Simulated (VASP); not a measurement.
Here is the system:

```yaml
crystal:
  lattice:
    - [0.00000, 2.72673, 2.72673]
    - [2.72673, 0.00000, 2.72673]
    - [2.72673, 2.72673, 0.00000]
  atoms:
    - { symbol: Cd, position: [0.00000, 0.00000, 0.00000] }
    - { symbol: F, position: [0.25000, 0.25000, 0.25000] }
    - { symbol: F, position: [0.75000, 0.75000, 0.75000] }
```

These are PBE GGA with D4 dispersion, VASP's PBE PAW potentials (set 64) (plane waves; VASP 6.6.1) values and carry that method's errors. Settings: 520 eV cut-off, 6×6×6 Γ-centred mesh, Gaussian smearing of 0.050 eV, potentials Cd F.

What does the run give for the energy per atom (σ→0)?

```json
{
 "energy per atom (σ→0)": "-3.803 eV/atom"
}
```

Total energies compare only between runs with the same potentials, cut-off and functional.

The compound is CdF2 in the fluorite structure. It was relaxed first. The start is the result of an earlier pass.
